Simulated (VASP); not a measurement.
# RbAuBr3 (P4/mmm) in VASP: further runs, part 2 of 2

VASP 6.6.1. Earlier steps stand in the parts before.

### 4 Single point, LDA

This run uses another cell than the first one, of 30.54 Å³/atom, 0.974 times its volume.

Contents of INCAR:

```
SYSTEM = RbAuBr3
ALGO     = Fast           ! electronic algorithm
EDIFF    = 1E-6           ! SCF threshold, eV
ENCUT    = 520            ! plane-wave cutoff, eV
ISIF     = 2              ! what is computed and relaxed
ISMEAR   = -1             ! smearing method
LASPH    = .True.         ! aspherical terms in the spheres
LCHARG   = .False.        ! write CHGCAR
LREAL    = .False.        ! projectors in reciprocal space
LWAVE    = .False.        ! write WAVECAR
NBANDS   = 28             ! bands
NELM     = 100            ! most SCF steps
PREC     = Accurate       ! precision mode
SIGMA    = 0.1            ! smearing width, eV
```

Contents of KPOINTS:

```
k-points
0
Gamma
  7 7 7
  0 0 0
```

Contents of POSCAR:

```
RbAuBr3
1.0
    5.4369900000      0.0000000000      0.0000000000
    0.0000000000      5.4369900000      0.0000000000
    0.0000000000      0.0000000000      5.1651405000
Rb Au Br
1 1 3
Direct
    0.5000000000      0.5000000000      0.5000000000
    0.0000000000      0.0000000000      0.0000000000
    0.5000000000      0.0000000000      0.0000000000
    0.0000000000      0.0000000000      0.5000000000
    0.0000000000      0.5000000000      0.0000000000
```

Potentials or basis: VASP PAW LDA potentials, release 64 (Rb_sv, Au, Br).

On the command line:

```console
> cat potpaw_LDA.64/Rb_sv/POTCAR potpaw_LDA.64/Au/POTCAR potpaw_LDA.64/Br/POTCAR > POTCAR
> mpirun -np 1 vasp_std > vasp.out
```

OUTCAR:

```text
SYSTEM = RbAuBr3
   EDIFF = 1E-6
   ENCUT = 520
   ISIF = 2
   ISMEAR = -1
   LASPH = .True.
   LREAL = .False.
   NELM = 100
   PREC = Accurate

 ion  position               nearest neighbor table
   1  0.500  0.500  0.500-   3 3.75   5 3.75   3 3.75   5 3.75   3 3.75   3 3.75   5 3.75   5 3.75
                             4 3.84   4 3.84   4 3.84   4 3.84   2 4.63   2 4.63   2 4.63   2 4.63
   2  0.000  0.000  0.000-   4 2.58   4 2.58   5 2.72   3 2.72   5 2.72   3 2.72   1 4.63   1 4.63
                             1 4.63   1 4.63   1 4.63   1 4.63   1 4.63   1 4.63
   3  0.500  0.000  0.000-   2 2.72   2 2.72   1 3.75   1 3.75   1 3.75   1 3.75
   4  0.000  0.000  0.500-   2 2.58   2 2.58   1 3.84   1 3.84   1 3.84   1 3.84
   5  0.000  0.500  0.000-   2 2.72   2 2.72   1 3.75   1 3.75   1 3.75   1 3.75

  LATTYP: Found a simple tetragonal cell.
 ALAT       =     5.4369900000
 C/A-ratio  =     0.9500000000

  Lattice vectors:

 A1 = (   5.4369900000,   0.0000000000,   0.0000000000)
 A2 = (   0.0000000000,   5.4369900000,   0.0000000000)
 A3 = (   0.0000000000,   0.0000000000,   5.1651405000)

Analysis of symmetry for initial positions (statically):
=====================================================================
 Subroutine PRICEL returns:
 Original cell was already a primitive cell.

 Routine SETGRP: Setting up the symmetry group for a
 simple tetragonal supercell.

 Subroutine GETGRP returns: Found 16 space group operations
 (whereof 16 operations were pure point group operations)
 out of a pool of 16 trial point group operations.

The static configuration has the point symmetry D_4h.

Analysis of symmetry for dynamics (positions and initial velocities):
=====================================================================
 Subroutine PRICEL returns:
 Original cell was already a primitive cell.

 Routine SETGRP: Setting up the symmetry group for a
 simple tetragonal supercell.

 Subroutine GETGRP returns: Found 16 space group operations
 (whereof 16 operations were pure point group operations)
 out of a pool of 16 trial point group operations.

The dynamic configuration has the point symmetry D_4h.

 Subroutine INISYM returns: Found 16 space group operations
 (whereof 16 operations are pure point group operations),
 and found     1 'primitive' translations

----------------------------------------------------------------------------------------

                                     Primitive cell

  volume of cell :     152.6860

  direct lattice vectors                    reciprocal lattice vectors
     5.436990000  0.000000000  0.000000000     0.183925297  0.000000000  0.000000000
     0.000000000  5.436990000  0.000000000     0.000000000  0.183925297  0.000000000
     0.000000000  0.000000000  5.165140500     0.000000000  0.000000000  0.193605576

  length of vectors
     5.436990000  5.436990000  5.165140500     0.183925297  0.183925297  0.193605576

  position of ions in fractional coordinates (direct lattice)
     0.500000000  0.500000000  0.500000000
     0.000000000  0.000000000  0.000000000
     0.500000000  0.000000000  0.000000000
     0.000000000  0.000000000  0.500000000
     0.000000000  0.500000000  0.000000000

  ion indices of the primitive-cell ions
   primitive index   ion index
                 1           1
                 2           2
                 3           3
                 4           4
                 5           5

[... 32 lines left out ...]
  0.142857  0.142857  0.000000      4.000000
  0.285714  0.142857  0.000000      8.000000
[... 16 lines left out ...]
  0.285714  0.000000  0.285714      8.000000
  0.428571  0.000000  0.285714      8.000000
 [... further k-points ...]
   k-points           NKPTS =     40   k-points in BZ     NKDIM =     40   number of bands    NBANDS=     28
   number of dos      NEDOS =    301   number of ions     NIONS =      5
   total plane-waves  NPLWV =  64000
   dimension x,y,z NGX =    40 NGY =   40 NGZ =   40
   dimension x,y,z NGXF=    80 NGYF=   80 NGZF=   80
   ions per type =               1   1   3
   NGX,Y,Z   is equivalent  to a cutoff of  12.23, 12.23, 12.87 a.u.
   NGXF,Y,Z  is equivalent  to a cutoff of  24.46, 24.46, 25.75 a.u.
 SYSTEM =  RbAuBr3
   PREC   = accura    normal or accurate (medium, high low for compatibility)
   ISTART =      0    job   : 0-new  1-cont  2-samecut
   ICHARG =      2    charge: 1-file 2-atom 10-const
   ISPIN  =      1    spin polarized calculation?
   LNONCOLLINEAR =      F non collinear calculations
   LSORBIT =      F    spin-orbit coupling
   LASPH  =      T    aspherical Exc in radial PAW
   ENCUT  =  520.0 eV  38.22 Ry    6.18 a.u.  10.11 10.11  9.60*2*pi/ulx,y,z
   NELM   =    100;   NELMIN=  2; NELMDL= -5     # of ELM steps
   EDIFF  = 0.1E-05   stopping-criterion for ELM
   LREAL  =      F    real-space projection
   EDIFFG = 0.1E-04   stopping-criterion for IOM
   NSW    =      0    number of steps for IOM
   IBRION =     -1    ionic relax: 0-MD 1-quasi-New 2-CG
   NFREE  =      0    steps in history (QN), initial steepest desc. (CG)
   ISIF   =      2    stress and relaxation
   ISYM   =      2    0-nonsym 1-usesym 2-fastsym
   POTIM  = 0.5000    time-step for ionic-motion
   TEBEG  =    0.0;   TEEND  =   0.0 temperature during run
   PSTRESS=    0.0 pullay stress
   NELECT =      41.0000    total number of electrons
   NUPDOWN=      -1.0000    fix difference up-down
   EMIN   =  10.00;   EMAX   =-10.00  energy-range for DOS
   EFERMI =   0.00;   METHOD = LEGACY
   ISMEAR =    -1;   SIGMA  =   0.10  broadening in eV -4-tet -1-fermi 0-gaus
   EFERMI_NEDOS =   21; number of points for ismear=-14 and -15
   IALGO  =     68    algorithm
   IMIX   =      4    mixing-type and parameters
     AMIX     =   0.40;   BMIX     =  1.00
     AMIX_MAG =   1.60;   BMIX_MAG =  1.00
  volume/ion in A,a.u.               =      30.54       206.08
  Fermi-wavevector in a.u.,A,eV,Ry     =   1.056176  1.995884 15.177410  1.115508
  Thomas-Fermi vector in A             =   2.191402
   LORBIT       =      0    0 simple, 1 ext, 2 COOP (PROOUT), +10 PAW based schemes
   GGA     = CA    functional components
   LHFCALC =     F    Hartree Fock is set to
   AEXX    =    0.0000 exact exchange contribution
   IVDW    =     0    specifies the selected vdW correction
   LEPSILON=     F    determine dielectric tensor
   LRPA    =     F    only Hartree local field effects (RPA)
 non-spin polarized calculation
 RMM-DIIS sequential band-by-band and
  energy-cutoff  :      520.00
  volume of cell :      152.69
 maximum number of plane-waves:      4141
   NGX = 21   NGY = 21   NGZ = 19

 number of electron      41.0000002 magnetization

 Free energy of the ion-electron system (eV)
  ---------------------------------------------------
  ext. energy  EPLUGINS =         0.00000000
  ---------------------------------------------------
  free energy    TOTEN  =       -15.92005120 eV

  energy without entropy =      -15.87894774  energy(sigma->0) =      -15.89949947

 E-fermi :   1.4019     XC(G=0):  -8.9479

 val. band max:        1.2690358113   @ k =   0.2857   0.2857   0.2857
 cond. band min:       1.4560326875   @ k =   0.4286   0.2857   0.0000
 fundamental gap:      0.1869968762
 Fermi energy:         1.4019449855

 k-point     1 :       0.0000    0.0000    0.0000
  band No.  band energies     occupation
      1     -24.4475      2.00000
      2     -13.6438      2.00000
      3     -12.9585      2.00000
      4     -12.8310      2.00000
      5      -8.6165      2.00000
      6      -8.6165      2.00000
[... 733 lines left out ...]
     27       8.3430      0.00000
     28       8.7197      0.00000

 [... further k-points ...]

------------------------ aborting loop because EDIFF is reached ----------------------------------------

  FORCE on cell =-STRESS in cart. coord.  units (eV):
  Direction    XX          YY          ZZ          XY          YZ          ZX
  --------------------------------------------------------------------------------------
  -------------------------------------------------------------------------------------
  Total       -2.7021595     -2.7021595     -0.7825595      0.0000000      0.0000000      0.0000000
  in kB      -28.3545234    -28.3545234     -8.2116186      0.0000000      0.0000000      0.0000000
  external PRESSURE =     -21.6402218 kB  Pullay stress =       0.0000000 kB

 VOLUME and BASIS-vectors are now :
 -----------------------------------------------------------------------------
  energy-cutoff  :      520.00
  volume of cell :      152.69
      direct lattice vectors                 reciprocal lattice vectors
     5.436990000  0.000000000  0.000000000     0.183925297  0.000000000  0.000000000
     0.000000000  5.436990000  0.000000000     0.000000000  0.183925297  0.000000000
     0.000000000  0.000000000  5.165140500     0.000000000  0.000000000  0.193605576

 POSITION                                       TOTAL-FORCE (eV/Angst)
 -----------------------------------------------------------------------------------
      2.71849      2.71849      2.58257         0.000000      0.000000      0.000000
      0.00000      0.00000      0.00000         0.000000      0.000000      0.000000
      2.71849      0.00000      0.00000         0.000000      0.000000      0.000000
      0.00000      0.00000      2.58257         0.000000      0.000000      0.000000
      0.00000      2.71849      0.00000         0.000000      0.000000      0.000000
 -----------------------------------------------------------------------------------
    total drift:                                0.000000      0.000000     -0.000000

  FREE ENERGIE OF THE ION-ELECTRON SYSTEM (eV)
  ---------------------------------------------------
  free  energy   TOTEN  =       -15.9200511962 eV

  energy  without entropy=      -15.8789477362  energy(sigma->0) =      -15.89949947
```

Run time: 2.6 min. Hardware: 1 thread of Intel Xeon Platinum 8488C (Sapphire Rapids), shared host; peak memory 0.32 GiB.

Results:

```
Free energy            : -15.9201 eV
Pressure               : -2.2 GPa
Band gap on the k mesh : none (metal or under the smearing width)
```

Levels at points of the mesh, in eV from the Fermi level:
| k point | band 17 | band 18 | band 19 | band 20 | band 21 | band 22 | band 23 | band 24 | band 25 | band 26 |
| --- | --- | --- | --- | --- | --- | --- | --- | --- | --- | --- |
| (0.00, 0.00, 0.00) | -1.88 | -1.80 | -1.59 | -1.54 | -1.54 | -0.28 | 3.25 | 4.68 | 4.82 | 6.07 |

Caveat: an odd number of electrons without spin polarisation forces a metal; a magnetic or distorted state may lie lower. The run has no spin-orbit coupling, so splittings on Au are missing.

### 5 Single point, LDA

This run uses another cell than the first one, of 32.14 Å³/atom, 1.026 times its volume.

Contents of INCAR:

```
SYSTEM = RbAuBr3
PREC = Accurate
ENCUT = 520
EDIFF = 1E-6
ISMEAR = -1
SIGMA = 0.1
LREAL = .FALSE.
LASPH = .TRUE.
NELM = 100
ALGO = Fast
ISIF = 2
LWAVE = .FALSE.
LCHARG = .FALSE.
GGA = CA
NBANDS = 28
```

Contents of KPOINTS:

```
Automatic mesh
0
G
  7 7 7
  0 0 0
```

POSCAR: that of step 4 with these lines changed.

```diff
@@ -4,3 +4,3 @@
     0.0000000000      5.4369900000      0.0000000000
-    0.0000000000      0.0000000000      5.1651405000
+    0.0000000000      0.0000000000      5.4369900000
 Rb Au Br
```

On the command line:

```console
> cat potpaw_LDA.64/Rb_sv/POTCAR potpaw_LDA.64/Au/POTCAR potpaw_LDA.64/Br/POTCAR > POTCAR
> mpirun -np 1 vasp_std > vasp.out
```

Run time: 81 s. Hardware: 1 thread of Intel Xeon Platinum 8488C (Sapphire Rapids), shared host; peak memory 0.26 GiB.

The run converged. Its results:

```yaml
Free_energy: -15.7969 eV
Pressure: -3.8 GPa
Band_gap_on_the_k_mesh: none (metal or under the smearing width)
```

Levels at points of the mesh, in eV from the Fermi level:
```tsv
k point	band 17	band 18	band 19	band 20	band 21	band 22	band 23	band 24	band 25	band 26
(0.00, 0.00, 0.00)	-1.67	-1.67	-1.42	-1.42	-1.42	-0.30	3.32	4.93	4.93	6.34
```

Caveat: an odd number of electrons without spin polarisation forces a metal; a magnetic or distorted state may lie lower. The run has no spin-orbit coupling, so splittings on Au are missing.

### 6 Summary

| cell | gap on the mesh (eV) | pressure (GPa) |
| --- | --- | --- |
| P4/mmm, 31.34 Å³/atom | none | -3.1 |
| P4/mmm, 32.95 Å³/atom | none | -4.3 |
| P4/mmm, 30.54 Å³/atom | none | -2.2 |
| Pm-3m, 32.14 Å³/atom | none | -3.8 |

Alike in all rows: task single point; level LDA; potentials or basis VASP PAW LDA potentials, release 64 (Rb_sv, Au, Br); no spin polarisation; k mesh 7 × 7 × 7; cutoff (eV) 520; smearing fermi-dirac 0.1 eV.

Every run on the cell as given and a fine mesh finds a metal.

Caveats: an odd number of electrons without spin polarisation forces a metal; a magnetic or distorted state may lie lower.

Total energies depend on the potentials used, so only differences within one code and one set of settings carry meaning.
